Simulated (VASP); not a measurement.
**Vibrations of LaB6 at several levels of theory**

Aim: the vibrations of LaB6 at the zone centre, at several levels of theory. The starting structure is a measured crystal structure from the Crystallography Open Database.

Program: VASP 6.6.1. Level of theory: Kohn-Sham DFT with plane waves and PAW; LDA, PBEsol, PBE, PBEsol + D3(BJ) and r2SCAN. Results are calculated unless marked as measured.

## (1) Set-up

It takes space group Pm-3m (No. 221, cubic). Conventional cell: a = 4.157 Å, b = 4.157 Å, c = 4.157 Å, α = 90.00°, β = 90.00°, γ = 90.00°. Nearest to La lie 24 B at 3.05 Å. Nearest to B lie 6 B at 1.64 to 2.51 Å and 4 La at 3.05 Å. Farther neighbours are not listed.

Coordinates:

```xyz
7
Lattice="4.1570 0.0000 0.0000 0.0000 4.1570 0.0000 0.0000 0.0000 4.1570" Properties=species:S:1:pos:R:3 pbc="T T T"
La    0.0000    0.0000    0.0000
B     2.0785    2.0785    3.3360
B     2.0785    2.0785    0.8210
B     2.0785    3.3360    2.0785
B     3.3360    2.0785    2.0785
B     2.0785    0.8210    2.0785
B     0.8210    2.0785    2.0785
```

## (2) Modes with LDA

LDA, the lowest rung, knows the local density alone. The cell comes from a relaxation at this level, not shown (68.88 Å³).

INCAR reads:

```
SYSTEM = LaB6
PREC = Accurate
ENCUT = 450
EDIFF = 1E-08
NELM = 100
ISMEAR = 0
SIGMA = 0.05
LREAL = .FALSE.
ALGO = Normal
GGA = CA
NBANDS = 21
LASPH = .TRUE.
LORBIT = 11
LWAVE = .FALSE.
LCHARG = .FALSE.
KPAR = 8
IBRION = 6
NFREE = 2
POTIM = 0.015
NSW = 1
ISIF = 2
```

POSCAR reads:

```
LaB6
1.0
    4.0992778371      0.0000000000      0.0000000000
    0.0000000000      4.0992778371      0.0000000000
    0.0000000000      0.0000000000      4.0992778371
La B
1 6
Direct
    0.0000000000      0.0000000000      0.0000000000
    0.5000000000      0.5000000000      0.8001390786
    0.5000000000      0.5000000000      0.1998609214
    0.5000000000      0.8001390786      0.5000000000
    0.8001390786      0.5000000000      0.5000000000
    0.5000000000      0.1998609214      0.5000000000
    0.1998609214      0.5000000000      0.5000000000
```

KPOINTS reads:

```
Automatic mesh
0
Gamma
8 8 8
0 0 0
```

PAW data sets: La and B (LDA family, release 64).

On the command line:

```
mpirun -np 8 vasp_std
```

The log of the run:

```text
[banner, memory and clock lines left out]
running    8 mpi-ranks, on    1 nodes
 distrk:  each k-point on    1 cores,    8 groups
 distr:  one band on    1 cores,    1 groups

 POSCAR found type information on POSCAR LaB
 POSCAR found :  2 types and       7 ions
|                                                                             |
|           W    W    AA    RRRRR   N    N  II  N    N   GGGG   !!!           |
|           W    W   A  A   R    R  NN   N  II  NN   N  G    G  !!!           |
|           W    W  A    A  R    R  N N  N  II  N N  N  G       !!!           |
|           W WW W  AAAAAA  RRRRR   N  N N  II  N  N N  G  GGG   !            |
|           WW  WW  A    A  R   R   N   NN  II  N   NN  G    G                |
|           W    W  A    A  R    R  N    N  II  N    N   GGGG   !!!           |
|                                                                             |
|     For optimal performance we recommend to set                             |
|       NCORE = 2 up to number-of-cores-per-socket                            |
|     NCORE specifies how many cores store one orbital (NPAR=cpu/NCORE).      |
|     This setting can greatly improve the performance of VASP for DFT.       |
|     The default, NCORE=1 might be grossly inefficient on modern             |
|     multi-core architectures or massively parallel machines. Do your        |
|     Unfortunately you need to use the default for GW and RPA                |
|     calculations (for HF NCORE is supported but not extensively tested      |
|     yet).                                                                   |
|                                                                             |

 LDA part: xc-table for (Slater(with rela. corr.)+CA(PZ))
 , standard interpolation
 POSCAR, INCAR and KPOINTS ok, starting setup
 FFT: planning ... GRIDC
 FFT: planning ... GRID_SOFT
 FFT: planning ... GRID
 WAVECAR not read
 entering main loop
       N       E                     dE             d eps       ncg     rms          rms(c)
DAV:   1     0.200124670599E+03    0.20012E+03   -0.10324E+04  1542   0.158E+03
DAV:   2    -0.298683845663E+02   -0.22999E+03   -0.20846E+03  1872   0.289E+02
DAV:   3    -0.585895313563E+02   -0.28721E+02   -0.26329E+02  2166   0.139E+02
DAV:   4    -0.596413868842E+02   -0.10519E+01   -0.10464E+01  2710   0.230E+01
DAV:   5    -0.596769106526E+02   -0.35524E-01   -0.35491E-01  2285   0.338E+00    0.911E+00
DAV:   6    -0.547675126349E+02    0.49094E+01   -0.12203E+01  2224   0.196E+01    0.430E+00
DAV:   7    -0.544515316746E+02    0.31598E+00   -0.54772E+00  2503   0.120E+01    0.178E+00
DAV:   8    -0.546018477422E+02   -0.15032E+00   -0.27746E+00  2535   0.163E+01    0.164E+00
DAV:   9    -0.544225340932E+02    0.17931E+00   -0.44539E-01  2464   0.528E+00    0.802E-01
DAV:  10    -0.543917069459E+02    0.30827E-01   -0.25419E-01  2578   0.409E+00    0.130E-01
DAV:  11    -0.543932190307E+02   -0.15121E-02   -0.14835E-02  2114   0.743E-01    0.138E-01
DAV:  12    -0.543928014527E+02    0.41758E-03   -0.20668E-03  2682   0.393E-01    0.797E-02
DAV:  13    -0.543925240066E+02    0.27745E-03   -0.15573E-03  2535   0.351E-01    0.186E-02
DAV:  14    -0.543925308546E+02   -0.68480E-05   -0.86202E-05  2135   0.589E-02    0.946E-03
DAV:  15    -0.543925302979E+02    0.55675E-06   -0.81802E-06  2655   0.181E-02    0.575E-03
DAV:  16    -0.543925296225E+02    0.67536E-06   -0.22444E-06  2469   0.141E-02    0.206E-03
DAV:  17    -0.543925295451E+02    0.77442E-07   -0.60642E-07  2652   0.612E-03    0.499E-04
DAV:  18    -0.543925295473E+02   -0.22656E-08   -0.28204E-08  2258   0.123E-03
   1 F= -.54392530E+02 E0= -.54392024E+02  d E =-.101037E-02
[...]
2 F= -.54391837E+02 E0= -.54391331E+02  d E =-.101118E-02
[...]
3 F= -.54391837E+02 E0= -.54391331E+02  d E =-.101118E-02
[...]
4 F= -.54390957E+02 E0= -.54390458E+02  d E =-.998627E-03
[...]
5 F= -.54390957E+02 E0= -.54390458E+02  d E =-.998627E-03
[...]
6 F= -.54388118E+02 E0= -.54387613E+02  d E =-.100949E-02
 Finite differences progress:
  Degree of freedom:   3/  3
  Displacement:        1/  2
  Total:               5/  6
 bond charge predicted
       N       E                     dE             d eps       ncg     rms          rms(c)
DAV:   1    -0.543905220322E+02   -0.24045E-02   -0.70887E-01  3180   0.452E+00    0.298E-01
DAV:   2    -0.543889516534E+02    0.15704E-02   -0.22217E-02  5257   0.131E+00    0.161E-01
DAV:   3    -0.543881691797E+02    0.78247E-03   -0.57930E-03  3876   0.366E-01    0.412E-02
DAV:   4    -0.543881488356E+02    0.20344E-04   -0.94171E-04  4913   0.229E-01    0.303E-02
DAV:   5    -0.543881369686E+02    0.11867E-04   -0.66779E-05  4247   0.478E-02    0.423E-03
DAV:   6    -0.543881370026E+02   -0.33930E-07   -0.81829E-06  5266   0.220E-02    0.291E-03
DAV:   7    -0.543881369632E+02    0.39303E-07   -0.77884E-07  4931   0.465E-03    0.106E-03
DAV:   8    -0.543881369673E+02   -0.40591E-08   -0.76595E-08  5433   0.214E-03
   7 F= -.54388137E+02 E0= -.54387644E+02  d E =-.986532E-03
 Finite differences progress:
  Degree of freedom:   3/  3
  Displacement:        2/  2
  Total:               6/  6
```

Elapsed: 1.7 min, on 8 MPI ranks of AMD EPYC 7R43, shared host; peak memory 3.3 GiB; 13 min of CPU time.

Lines that name or quote the potential files are left out of all logs, and their timing lines are given in words.

From OUTCAR (step 2):

```text
ion  position               nearest neighbor table
   1  0.000  0.000  0.000-
   2  0.500  0.500  0.800-   3 1.64   4 1.74   5 1.74   6 1.74   7 1.74
   3  0.500  0.500  0.200-   2 1.64   4 1.74   5 1.74   6 1.74   7 1.74
   4  0.500  0.800  0.500-   6 1.64   3 1.74   5 1.74   2 1.74   7 1.74
   5  0.800  0.500  0.500-   7 1.64   3 1.74   4 1.74   6 1.74   2 1.74
   6  0.500  0.200  0.500-   4 1.64   3 1.74   2 1.74   5 1.74   7 1.74
   7  0.200  0.500  0.500-   5 1.64   3 1.74   4 1.74   2 1.74   6 1.74

  LATTYP: Found a simple cubic cell.
 ALAT       =     4.0992778371

 Subroutine GETGRP returns: Found 48 space group operations
 (whereof 48 operations were pure point group operations)

The static configuration has the point symmetry O_h .

 Found     35 irreducible k-points:

   k-points           NKPTS =     35   k-points in BZ     NKDIM =     35   number of bands    NBANDS=     21

   dimension x,y,z NGX =    28 NGY =   28 NGZ =   28
   dimension x,y,z NGXF=    56 NGYF=   56 NGZF=   56

   ENCUT  =  450.0 eV  33.07 Ry    5.75 a.u.   7.09  7.09  7.09*2*pi/ulx,y,z

   NELECT =      29.0000    total number of electrons

 k-points in reciprocal lattice and weights: Automatic mesh
   0.00000000  0.00000000  0.00000000       0.002
   0.12500000  0.00000000  0.00000000       0.012
   0.25000000  0.00000000  0.00000000       0.012
   0.37500000  0.00000000  0.00000000       0.012
   0.50000000  0.00000000  0.00000000       0.006
   0.12500000  0.12500000  0.00000000       0.023
   0.25000000  0.12500000  0.00000000       0.047
   0.37500000  0.12500000  0.00000000       0.047
   0.50000000  0.12500000  0.00000000       0.023
[...]
0.50000000  0.50000000  0.37500000       0.012
   0.50000000  0.50000000  0.50000000       0.002

 average (electrostatic) potential at core
       1 -95.2360       2 -28.7415       3 -28.7614       4 -28.7542       5 -28.7542
       6 -28.7542       7 -28.7542

 E-fermi :   8.8345

 k-point     1 :       0.0000    0.0000    0.0000
  band No.  band energies     occupation
    ...
     10       1.9937      2.00000
     11       2.0453      2.00000
     12       6.9750      2.00000
     13       6.9750      2.00000
     14       6.9975      2.00000
     15       9.0796      0.00000
     16       9.1082      0.00000
     17       9.1082      0.00000
     18      10.5027      0.00000
     19      10.5145      0.00000
    ...

 k-point     2 :       0.1250    0.0000    0.0000
  band No.  band energies     occupation
    ...
     11       2.8590      2.00000
     12       6.5511      2.00000
     13       6.5725      2.00000
     14       7.0252      2.00000
     15       8.4226      2.00000
     16       9.5604      0.00000
     17       9.5884      0.00000
     18      10.5097      0.00000
     19      10.7640      0.00000
     20      10.8036      0.00000
    ...

 k-point     3 :       0.2500    0.0000    0.0000
  band No.  band energies     occupation
    ...
     11       4.1184      2.00000
     12       5.9266      2.00000
     13       5.9456      2.00000
     14       7.1539      2.00000
     15       7.4063      2.00000
     16      10.1932      0.00000
     17      10.2172      0.00000
     18      10.4878      0.00000
     19      10.8413      0.00000
     20      10.9722      0.00000
    ...

  Total        0.0563151      0.0563151      0.0960085      0.0000000      0.0000000      0.0000000
  in kB        1.3098254      1.3098254      2.2330489      0.0000000      0.0000000      0.0000000
  external PRESSURE =       1.6175666 kB  Pullay stress =       0.0000000 kB

  energy-cutoff  :      450.00
  volume of cell :       68.88
      direct lattice vectors                 reciprocal lattice vectors
     4.099277837  0.000000000  0.000000000     0.243945407  0.000000000  0.000000000
     0.000000000  4.099277837  0.000000000     0.000000000  0.243945407  0.000000000
     0.000000000  0.000000000  4.099277837     0.000000000  0.000000000  0.243945407

 POSITION                                       TOTAL-FORCE (eV/Angst)
 -----------------------------------------------------------------------------------
      0.00000      0.00000      0.00000        -0.000000     -0.000000     -0.006122
      2.04964      2.04964      3.26499        -0.000000     -0.000000      0.584345
      2.04964      2.04964      0.81929        -0.000000     -0.000000     -0.276769
      2.04964      3.27999      2.04964         0.000000      0.040698     -0.075363
      3.27999      2.04964      2.04964         0.040698     -0.000000     -0.075363
      2.04964      0.81929      2.04964         0.000000     -0.040698     -0.075363
      0.81929      2.04964      2.04964        -0.040698     -0.000000     -0.075363
 -----------------------------------------------------------------------------------
    total drift:                                0.000000     -0.000000      0.000011

  FREE ENERGIE OF THE ION-ELECTRON SYSTEM (eV)
  ---------------------------------------------------
  free  energy   TOTEN  =       -54.3881369673 eV

  energy  without entropy=      -54.3871504357  energy(sigma->0) =      -54.38764370

 Eigenvectors and eigenvalues of the dynamical matrix
 ----------------------------------------------------

   1 f  =   39.311990 THz   247.004517 2PiTHz 1311.306832 cm-1   162.581253 meV
             X         Y         Z           dx          dy          dz
      0.000000  0.000000  0.000000     0.000000    0.000000    0.000000
      2.049639  2.049639  3.279992     0.000000    0.000000    0.408248
      2.049639  2.049639  0.819285    -0.000000   -0.000000   -0.408248
      2.049639  3.279992  2.049639    -0.000000    0.408248    0.000000
      3.279992  2.049639  2.049639     0.408248   -0.000000    0.000000
      2.049639  0.819285  2.049639    -0.000000   -0.408248   -0.000000
      0.819285  2.049639  2.049639    -0.408248    0.000000   -0.000000

   2 f  =   34.627172 THz   217.568940 2PiTHz 1155.038140 cm-1   143.206413 meV
             X         Y         Z           dx          dy          dz
      0.000000  0.000000  0.000000    -0.000000    0.000000    0.000000
      2.049639  2.049639  3.279992     0.000000   -0.000000   -0.575866
      2.049639  2.049639  0.819285     0.000000   -0.000000    0.575866
      2.049639  3.279992  2.049639     0.000000    0.252103    0.000000
      3.279992  2.049639  2.049639     0.323763   -0.000000   -0.000000
      2.049639  0.819285  2.049639     0.000000   -0.252103    0.000000
      0.819285  2.049639  2.049639    -0.323763   -0.000000    0.000000

   3 f  =   34.627172 THz   217.568940 2PiTHz 1155.038140 cm-1   143.206413 meV
             X         Y         Z           dx          dy          dz
      0.000000  0.000000  0.000000     0.000000   -0.000000   -0.000000
      2.049639  2.049639  3.279992    -0.000000    0.000000    0.041373
      2.049639  2.049639  0.819285     0.000000    0.000000   -0.041373
      2.049639  3.279992  2.049639    -0.000000   -0.519401    0.000000
      3.279992  2.049639  2.049639     0.478028    0.000000    0.000000
      2.049639  0.819285  2.049639    -0.000000    0.519401   -0.000000
      0.819285  2.049639  2.049639    -0.478028    0.000000   -0.000000

   4 f  =   26.181009 THz   164.500130 2PiTHz  873.304452 cm-1   108.275904 meV
             X         Y         Z           dx          dy          dz
      0.000000  0.000000  0.000000    -0.000171    0.000509   -0.010317
      2.049639  2.049639  3.279992     0.004876   -0.014515   -0.570268
      2.049639  2.049639  0.819285     0.004876   -0.014515   -0.570268
      2.049639  3.279992  2.049639     0.004876    0.028112    0.294443
      3.279992  2.049639  2.049639    -0.009443   -0.014515    0.294443
      2.049639  0.819285  2.049639     0.004876    0.028112    0.294443
      0.819285  2.049639  2.049639    -0.009443   -0.014515    0.294443

   5 f  =   26.181009 THz   164.500130 2PiTHz  873.304452 cm-1   108.275904 meV
             X         Y         Z           dx          dy          dz
      0.000000  0.000000  0.000000    -0.000538   -0.010305   -0.000499
      2.049639  2.049639  3.279992     0.015361    0.294096   -0.027587
      2.049639  2.049639  0.819285     0.015361    0.294096   -0.027587
      2.049639  3.279992  2.049639     0.015361   -0.569595    0.014244
      3.279992  2.049639  2.049639    -0.029751    0.294096    0.014244
      2.049639  0.819285  2.049639     0.015361   -0.569595    0.014244
      0.819285  2.049639  2.049639    -0.029751    0.294096    0.014244

   6 f  =   26.181009 THz   164.500130 2PiTHz  873.304452 cm-1   108.275904 meV
             X         Y         Z           dx          dy          dz
      0.000000  0.000000  0.000000     0.010316   -0.000529   -0.000197
      2.049639  2.049639  3.279992    -0.294400    0.015105   -0.010884
      2.049639  2.049639  0.819285    -0.294400    0.015105   -0.010884
      2.049639  3.279992  2.049639    -0.294400   -0.029254    0.005619
      3.279992  2.049639  2.049639     0.570184    0.015105    0.005619
      2.049639  0.819285  2.049639    -0.294400   -0.029254    0.005619
      0.819285  2.049639  2.049639     0.570184    0.015105    0.005619

   7 f  =   21.509491 THz   135.148118 2PiTHz  717.479389 cm-1    88.956067 meV
             X         Y         Z           dx          dy          dz
      0.000000  0.000000  0.000000    -0.000000    0.000000   -0.000000
      2.049639  2.049639  3.279992     0.054620    0.176013    0.000000
      2.049639  2.049639  0.819285    -0.054620   -0.176013   -0.000000
      2.049639  3.279992  2.049639    -0.464797    0.000000    0.176013
      3.279992  2.049639  2.049639    -0.000000   -0.464797    0.054620
      2.049639  0.819285  2.049639     0.464797    0.000000   -0.176013
      0.819285  2.049639  2.049639    -0.000000    0.464797   -0.054620

   8 f  =   21.509491 THz   135.148118 2PiTHz  717.479389 cm-1    88.956067 meV
             X         Y         Z           dx          dy          dz
      0.000000  0.000000  0.000000    -0.000000    0.000000    0.000000
      2.049639  2.049639  3.279992    -0.000483   -0.467576    0.000000
      2.049639  2.049639  0.819285     0.000483    0.467576    0.000000
      2.049639  3.279992  2.049639    -0.177122   -0.000000   -0.467576
      3.279992  2.049639  2.049639    -0.000000   -0.177122   -0.000483
      2.049639  0.819285  2.049639     0.177122   -0.000000    0.467576
      0.819285  2.049639  2.049639    -0.000000    0.177122    0.000483

   9 f  =   21.509491 THz   135.148118 2PiTHz  717.479389 cm-1    88.956067 meV
             X         Y         Z           dx          dy          dz
      0.000000  0.000000  0.000000    -0.000000    0.000000    0.000000
      2.049639  2.049639  3.279992    -0.497007    0.019798   -0.000000
      2.049639  2.049639  0.819285     0.497007   -0.019798   -0.000000
      2.049639  3.279992  2.049639    -0.050908   -0.000000    0.019798
      3.279992  2.049639  2.049639     0.000000   -0.050908   -0.497007
      2.049639  0.819285  2.049639     0.050908   -0.000000   -0.019798
      0.819285  2.049639  2.049639     0.000000    0.050908    0.497007

  10 f  =   17.228851 THz   108.252064 2PiTHz  574.692612 cm-1    71.252771 meV
             X         Y         Z           dx          dy          dz
      0.000000  0.000000  0.000000     0.000000   -0.000000    0.000000
      2.049639  2.049639  3.279992    -0.454729    0.180272   -0.000000
      2.049639  2.049639  0.819285     0.454729   -0.180272   -0.000000
      2.049639  3.279992  2.049639    -0.103555   -0.000000   -0.180272
      3.279992  2.049639  2.049639     0.000000    0.103555    0.454729
      2.049639  0.819285  2.049639     0.103555   -0.000000    0.180272
      0.819285  2.049639  2.049639     0.000000   -0.103555   -0.454729

  11 f  =   17.228851 THz   108.252064 2PiTHz  574.692612 cm-1    71.252771 meV
             X         Y         Z           dx          dy          dz
      0.000000  0.000000  0.000000     0.000000    0.000000    0.000000
      2.049639  2.049639  3.279992     0.007107    0.262386    0.000000
      2.049639  2.049639  0.819285    -0.007107   -0.262386    0.000000
      2.049639  3.279992  2.049639     0.425562   -0.000000   -0.262386
      3.279992  2.049639  2.049639     0.000000   -0.425562   -0.007107
      2.049639  0.819285  2.049639    -0.425562    0.000000    0.262386
      0.819285  2.049639  2.049639     0.000000    0.425562    0.007107

  12 f  =   17.228851 THz   108.252064 2PiTHz  574.692612 cm-1    71.252771 meV
             X         Y         Z           dx          dy          dz
      0.000000  0.000000  0.000000    -0.000000    0.000000    0.000000
      2.049639  2.049639  3.279992    -0.207776   -0.385559   -0.000000
      2.049639  2.049639  0.819285     0.207776    0.385559   -0.000000
      2.049639  3.279992  2.049639     0.241192   -0.000000    0.385559
    [... 90 further lines ...]
      3.279992  2.049639  2.049639     0.012151   -0.021966    0.228793
      2.049639  0.819285  2.049639     0.012149   -0.021970    0.228793
      0.819285  2.049639  2.049639     0.012151   -0.021966    0.228793

 ELASTIC MODULI CONTR FROM IONIC RELAXATION (kBar)
 Direction    XX          YY          ZZ          XY          YZ          ZX
 --------------------------------------------------------------------------------
 XX         -30.7219    -27.9669    -27.9669     -0.0000      0.0000      0.0000
 YY         -27.9669    -30.7219    -27.9669     -0.0000      0.0000      0.0000
 ZZ         -27.9669    -27.9669    -30.7219     -0.0000      0.0000      0.0000
 XY          -0.0000     -0.0000     -0.0000   -411.7722     -0.0000      0.0000
 YZ           0.0000      0.0000      0.0000     -0.0000   -411.7722     -0.0000
 ZX           0.0000      0.0000      0.0000      0.0000     -0.0000   -411.7722
 --------------------------------------------------------------------------------

 total charge
# of ion       s       p       d       f       tot
--------------------------------------------------
    1        2.009   5.651   0.669   0.244   8.573
    2        0.701   1.414   0.000   0.000   2.114
    3        0.701   1.414   0.000   0.000   2.114
    4        0.701   1.414   0.000   0.000   2.114
    5        0.701   1.414   0.000   0.000   2.114
    6        0.701   1.414   0.000   0.000   2.114
    7        0.701   1.414   0.000   0.000   2.114
--------------------------------------------------
tot          6.213  14.132   0.669   0.244  21.258

[... 3 further parts left out ...]
```

This run has no spin polarisation. Its electron count is odd, so without a moment it is a metal by construction. The last energy, forces, stress and levels in OUTCAR belong to the last displaced cell, not to the cell of POSCAR.

LDA: the zone-centre modes are A1g 1311.3, Eg 1155.0, T1u (2) 873.3, T2g 717.5, T1g 574.7, T2u 528.9, T1u (1) 194.1 cm⁻¹.

[end of part 1 of 3]

[Lines on the potential files, build, host, timing and source positions are cut from VASP's logs without a mark.]

[Logs are printed without paths, hosts, clocks, repeated set-up lines and the standing remarks that a program may print on its own settings, such as how far it seeks lower states.]

[Hosts, paths, dates, database ids (printed as entryN), source tags and the programs' standing remarks are cut or masked in the printed files.]
